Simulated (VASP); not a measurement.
Consider the following.

```xyz
5
Lattice="3.9127 0.0000 0.0000 0.0000 3.9127 0.0000 0.0000 0.0000 3.9127" Properties=species:S:1:pos:R:3 pbc="T T T"
Sr     0.0000     0.0000     0.0000
Ti     1.9564     1.9564     1.9564
O      1.9564     0.0000     1.9564
O      0.0000     1.9564     1.9564
O      1.9564     1.9564     0.0000
```

Level of theory: PBE GGA, VASP's PBE PAW potentials (set 64) (plane waves; VASP 6.6.1). Run with PREC = Normal, 500 eV cut-off, 4×4×4 Γ-centred mesh, Gaussian smearing of 0.010 eV, potentials Sr_sv_GW Ti_sv_GW O_GW_new.

### Question
What does the run give for the energy per atom (σ→0), pressure, band gap (on the k-mesh) with the smallest direct gap where there is one?

### Answer

```json
{
 "band gap (on the k-mesh)": "1.85 eV",
 "smallest direct gap (on the k-mesh)": "2.20 eV",
 "energy per atom (σ→0)": "-9.423 eV/atom",
 "pressure": "1.09 GPa"
}
```

The absolute energy has meaning only against runs of the same code, potentials and settings.

The structure comes from a computed database's SrTiO3 entry (Pm-3m); how it stands against other phases isn't given here. The cell was not relaxed at this level.
